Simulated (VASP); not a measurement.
An input for Ansatz (written as the equivalent of a VASP run, and not itself run):

Ansatz 0.2 input:
```yaml
crystal:
  lattice:
    - [0.0000000, 2.1568490, 2.1568490]
    - [2.1568490, 0.0000000, 2.1568490]
    - [2.1568490, 2.1568490, 0.0000000]
  atoms:
    - { symbol: Be, position: [0.7500000, 0.7500000, 0.7500000] }
    - { symbol: Be, position: [0.2500000, 0.2500000, 0.2500000] }
    - { symbol: C, position: [0.0000000, 0.0000000, 0.0000000] }
kpoints:
  mp_grid: { grid: [7, 7, 7] }
hamiltonian:
  xc: pbe
  pseudopotentials: { kind: paw }
scf:
  occupations: { method: fermi_dirac, width: 0.01 }
  max_iter: 100
output: { forces: true, stress: true, eigenvalues: true }
```

Translate this input to VASP (INCAR, KPOINTS, POSCAR, choice of POTCAR).

One answer among several that fit: 
KPOINTS:
```
Automatic mesh
0
Gamma
7 7 7
0 0 0
```

### POSCAR
```
Be2C
2.1568490
  0.0000000000   1.0000000000   1.0000000000
  1.0000000000   0.0000000000   1.0000000000
  1.0000000000   1.0000000000   0.0000000000
Be C
2 1
direct
  0.7500000000   0.7500000000   0.7500000000
  0.2500000000   0.2500000000   0.2500000000
  0.0000000000   0.0000000000   0.0000000000
```

**INCAR**
```
SYSTEM = Be2C
PREC = Accurate; ENCUT = 400; LREAL = F
LASPH = T
EDIFF = 1E-6; NELM = 100; ALGO = Normal
ISMEAR = -1; SIGMA = 0.01
GGA = PE
ISIF = 2
LWAVE = F; LCHARG = F
```

POTCAR, in this order: Be C (PBE.64 set). Program: vasp_std.

The two are equivalent in intent, not identical: each code has its own PAW files, so the cut-off isn't converted (ENCUT is set for VASP's; basis.ecutwfc is left out, and Ansatz then takes the one that its files recommend); Ansatz stops its SCF on the density residual and VASP on the energy change (EDIFF).

The structure comes from a computed database's Be2C entry; how it stands against other phases isn't given here. The cell was not relaxed at this level.
